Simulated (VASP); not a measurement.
```yaml
crystal:
  lattice:
    - [-1.60176, 1.60176, 3.91188]
    - [1.60176, -1.60176, 3.91188]
    - [1.60176, 1.60176, -3.91188]
  atoms:
    - { symbol: Si, position: [0.66555, 0.66555, 0.00000] }
    - { symbol: Si, position: [0.33445, 0.33445, 0.00000] }
    - { symbol: W, position: [0.00000, 0.00000, 0.00000] }
```

All values below come from PBEsol GGA, VASP's PBE PAW potentials (set 64) (plane waves; VASP). Run with 480 eV cut-off, 12×12×12 Γ-centred mesh, first-order Methfessel-Paxton smearing of 0.10 eV, potentials Si W_sv.

Each row applies one change to this cell, which was relaxed at other settings and keeps the small stress of the first row; at a fixed cut-off the stress holds a Pulay part, so it need not integrate to ΔE exactly. Stress is in GPa, positive when the cell is compressed.

```csv
change,ΔE (meV/atom),σxx,σyy,σzz,"largest shear component, with its sign (GPa)",largest force (eV/Å)
none,0.0,0.02,0.02,-0.21,0.00,0.009
isotropic strain of +4.0 % with the ions relaxed,122.6,-20.34,-20.34,-22.67,0.00,0.001
biaxial strain of +1.0 % in the xz plane with the ions relaxed,5.0,-5.18,-2.15,-6.39,0.00,0.003
isotropic strain of +1.0 %,8.6,-6.31,-6.31,-7.31,0.00,0.065
uniaxial strain of -4.0 % along y,(withheld),(withheld),(withheld),(withheld),(withheld),(withheld)
isotropic strain of +0.5 %,(withheld),(withheld),(withheld),(withheld),(withheld),(withheld)
uniaxial strain of -3.0 % along z,22.6,3.37,3.37,18.98,0.00,0.080
```

Problem. Some entries are withheld; supply them.

Solution. 
- uniaxial strain of -4.0 % along y, ΔE (meV/atom): 32.4
- uniaxial strain of -4.0 % along y, σxx: 5.91
- uniaxial strain of -4.0 % along y, σyy: 20.10
- uniaxial strain of -4.0 % along y, σzz: 4.52
- uniaxial strain of -4.0 % along y, largest shear component, with its sign (GPa): 0.00
- uniaxial strain of -4.0 % along y, largest force (eV/Å): 0.108
- isotropic strain of +0.5 %, ΔE (meV/atom): 2.2
- isotropic strain of +0.5 %, σxx: -3.26
- isotropic strain of +0.5 %, σyy: -3.26
- isotropic strain of +0.5 %, σzz: -3.89
- isotropic strain of +0.5 %, largest shear component, with its sign (GPa): 0.00
- isotropic strain of +0.5 %, largest force (eV/Å): 0.029

Failed runs are left out, and for metals the shear rows, which the mesh's noise covers.

The compound is WSi2 in the MoSi2 type structure.
